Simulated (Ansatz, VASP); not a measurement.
# Cross-check of H5C2NO (liquid N-methylformamide at 298 K) between VASP and Ansatz, part 2 of 2

Aim: how closely do two programs agree when they are given the same cell, functional and k mesh? The cell is taken from a series of runs on this material, whose earlier steps may have relaxed, scaled, displaced or heated it; both programs get it as it stands.

VASP 6.6.1 and Ansatz 0.2.0.

So far: The structure; Ansatz: single point, PBE with D3(BJ).

**3. VASP: single point, PBE with D3(BJ)**

Level of this step: PBE with D3(BJ); plane waves and PAW (C, N, O, H) (VASP).

The same cell, functional, mesh and smearing now go to VASP, with its own data sets.

Lines of VASP's logs that name or quote its potential files are left out, and so is its time.

The input, INCAR:

```
SYSTEM = H5C2NO
PREC = Accurate
ENCUT = 600
EDIFF = 1E-06
NELM = 120
ISMEAR = 0
SIGMA = 0.05
LREAL = Auto
ALGO = Normal
GGA = PE
IVDW = 12
NBANDS = 366
LORBIT = 11
LWAVE = .FALSE.
LCHARG = .FALSE.
ISIF = 2
LASPH = .TRUE.
GGA_COMPAT = .FALSE.
EFERMI = MIDGAP
```

The input, POSCAR:

```
H5C2NO
1.0
   12.5086700000      0.0000000000      0.0000000000
    0.0000000000     12.5086700000      0.0000000000
    0.0000000000      0.0000000000     12.5086700000
C N O H
40 20 20 100
Direct
    0.9535700000      0.8295300000      0.7720800000
    0.9082000000      0.0202300000      0.7876400000
    0.6566200000      0.8157200000      0.0304200000
    0.7584600000      0.9757000000      0.0663700000
    0.6499500000      0.4787400000      0.0654500000
    0.7760100000      0.5921800000      0.1611300000
    0.2250700000      0.4729500000      0.5845100000
    0.2075700000      0.5214700000      0.7772900000
    0.7571500000      0.6714200000      0.5852600000
    0.6699400000      0.7140900000      0.7535900000
    0.3264900000      0.1470000000      0.2061900000
    0.4997200000      0.0788100000      0.2721900000
    0.2882200000      0.0294000000      0.4756700000
    0.1564000000      0.9281600000      0.5884700000
    0.3377400000      0.5176200000      0.2391000000
    0.4171100000      0.4329200000      0.3878100000
    0.5005400000      0.2275800000      0.6058800000
    0.5355000000      0.3949700000      0.7037200000
    0.1736400000      0.2543000000      0.8415800000
    0.2256800000      0.0626100000      0.8326200000
    0.4673400000      0.7714800000      0.4932200000
    0.5855700000      0.7794800000      0.3445100000
    0.4621700000      0.3009300000      0.9306500000
    0.5915900000      0.1499400000      0.8970900000
    0.6821600000      0.4291500000      0.4411900000
    0.8077100000      0.3592500000      0.3073300000
    0.0886000000      0.9936300000      0.0493000000
    0.1064900000      0.8008400000      0.0534900000
    0.0690000000      0.6795600000      0.3245500000
    0.0048400000      0.6220200000      0.4901000000
[... 144 atom lines left out ...]
    0.0084800000      0.1067400000      0.2596300000
    0.9614900000      0.2473000000      0.6711500000
    0.8728800000      0.3336500000      0.5792400000
    0.8261300000      0.2522000000      0.6948300000
    0.9929600000      0.4116900000      0.7354200000
    0.8714500000      0.5274600000      0.8070500000
```

The input, KPOINTS:

```
Automatic mesh
0
Gamma
1 1 1
0 0 0
```

Potentials, in the order of the species: C, N, O and H (PBE family, release 64).

Launch:

```sh
> export OMP_NUM_THREADS=3
> mpirun -np 1 vasp_gam
```

Numbers of over 12 decimals in the logs are rounded to 6 here.

The log of the run:

```text
[banner, memory and clock lines left out]
running    1 mpi-ranks, on    1 nodes
[...]
Offloading initialized ...    1 GPUs detected
[...]
LDA part: xc-table for (Slater+PW92), standard interpolation
 POSCAR, INCAR and KPOINTS ok, starting setup
[...]
entering main loop
       N       E                     dE             d eps       ncg     rms          rms(c)
DAV:   1     0.394713455318E+04    0.39471E+04   -0.26934E+05   740   0.135E+03
DAV:   2    -0.637103998606E+03   -0.45842E+04   -0.43336E+04   922   0.311E+02
DAV:   3    -0.111075753128E+04   -0.47365E+03   -0.46915E+03   896   0.103E+02
DAV:   4    -0.112185289200E+04   -0.11095E+02   -0.11048E+02   896   0.177E+01
[...]
DAV:  17    -0.103116711141E+04    0.84724E-05   -0.25088E-05   864   0.124E-02    0.646E-03
DAV:  18    -0.103116710642E+04    0.49882E-05   -0.45263E-06   880   0.915E-03    0.286E-03
DAV:  19    -0.103116710548E+04    0.94176E-06   -0.45982E-06   840   0.504E-03
   1 F= -.10396405E+04 E0= -.10396405E+04  d E =0.000000E+00
```

From OUTCAR (step 3):

```text
  FREE ENERGIE OF THE ION-ELECTRON SYSTEM (eV)
  ---------------------------------------------------
  free  energy   TOTEN  =     -1039.6404957689 eV

  energy  without entropy=    -1039.6404957689  energy(sigma->0) =    -1039.64049577
```

The run ends at a pressure of 2.16 GPa, with forces up to 5.4 eV/Å.

**4. Side by side**

Known differences besides the potentials themselves: the cutoff is 420 eV in Ansatz and 600 eV in VASP (PREC = Accurate, projectors in real space). Total energies have different zeros and are not compared.

The two programs side by side:

```
              quantity  Ansatz   VASP  difference
        pressure (GPa)    2.02   2.16       -0.14
gap on the k mesh (eV)   3.976  3.966      +0.009
```

Forces on 7 of the 180 atoms, those with the largest forces and the largest differences (eV/Å; atoms numbered as in POSCAR):

```
atom          Ansatz x, y, z            VASP x, y, z
  C4    -4.574, 0.562, 1.475    -5.050, 0.815, 1.694
 C12     0.177, 3.852, 1.705     0.215, 4.369, 1.968
 C24    -4.100, 1.424, 0.584    -4.434, 1.129, 0.749
 C28   -3.435, 1.629, -0.583   -3.951, 1.581, -0.442
 N43     3.992, 1.110, 0.685     3.952, 1.134, 0.730
 O62   3.922, -1.827, -1.731   4.441, -2.073, -1.951
 O66  -0.650, -4.006, -2.158  -0.668, -4.552, -2.426
```

The forces differ by 125 meV/Å r.m.s., which is 11.2 % of the r.m.s. force of 1.119 eV/Å (both taken over all components). A gap on the mesh is an upper bound, since the band edges may lie between its points.

**5. Results**

| Quantity | Value |
| --- | --- |
| r.m.s. force difference (single point, PBE with D3(BJ)) | 11 % of the r.m.s. force |

**Reading.** The r.m.s. force difference is 11 % of the r.m.s. force (single point, PBE with D3(BJ)), beyond the 3 % picked in this series as the mark of a large difference. What causes the difference of the single point, PBE with D3(BJ) pair stays open here. Such differences can come from data sets, numerical settings and the points named under the comparisons, not from the functional's error against experiment.

[Lines on the potential files, build, host, timing and source positions are cut from VASP's logs without a mark.]

[Logs are printed without paths, hosts, clocks, repeated set-up lines and the standing remarks that a program may print on its own settings, such as how far it seeks lower states.]

[Hosts, paths, dates, database ids (printed as entryN), source tags and the programs' standing remarks are cut or masked in the printed files.]
